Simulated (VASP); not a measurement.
An input for Quantum ESPRESSO's pw.x (written as the equivalent of a VASP run, and not itself run):

```
&CONTROL
  calculation = 'scf'
  pseudo_dir = './pseudo'
  outdir = './out'
  tprnfor = .true.
  tstress = .true.
/
&SYSTEM
  ibrav = 0
  nat = 2
  ntyp = 2
  ecutwfc = 74
  occupations = 'smearing'
  smearing = 'gaussian'
  degauss = 0.003675
  input_dft = 'vdw-df-ob86'
/
&ELECTRONS
  conv_thr = 7.3e-09
  electron_maxstep = 100
/
ATOMIC_SPECIES
  Li 6.940 Li.upf
  Cl 35.450 Cl.upf
CELL_PARAMETERS angstrom
     0.0000000    2.5467799    2.5467799
     2.5467799    0.0000000    2.5467799
     2.5467799    2.5467799    0.0000000
ATOMIC_POSITIONS crystal
  Li   0.0000000  0.0000000  0.0000000
  Cl   0.5000000  0.5000000  0.5000000
K_POINTS automatic
  9 9 9 0 0 0
```

Problem. Translate this input to VASP (INCAR, KPOINTS, POSCAR, choice of POTCAR).

Solution. One answer among several that fit: 
INCAR:
```
SYSTEM = LiCl
PREC = Accurate; ENCUT = 520; LREAL = .FALSE.
LASPH = .TRUE.
EDIFF = 1E-7; NELM = 100; ALGO = Normal
ISMEAR = 0; SIGMA = 0.05
GGA = MK; LUSE_VDW = .TRUE.; AGGAC = 0.0
PARAM1 = 0.1234; PARAM2 = 1.0
ISIF = 2
LWAVE = .FALSE.; LCHARG = .FALSE.
```

KPOINTS:
```
Automatic mesh
0
Gamma
9 9 9
0 0 0
```

POSCAR:
```
LiCl
3.6016910
  0.0000000000   0.7071067057   0.7071067057
  0.7071067057   0.0000000000   0.7071067057
  0.7071067057   0.7071067057   0.0000000000
Li Cl
1 1
Cart
  0.0000000000   0.0000000000   0.0000000000
  0.7071067057   0.7071067057   0.7071067057
```

POTCAR, in this order: Li_sv Cl (PBE.64 set). Program: vasp_std.

What does not carry over: the potentials are each code's own (VASP's PAW set, PseudoDojo norm-conserving files in pw.x), so ENCUT and ecutwfc are chosen apart and not converted; conv_thr bounds pw.x's estimated SCF error, while EDIFF bounds the energy change between steps.

The compound is LiCl in the rock salt structure. It was relaxed first.
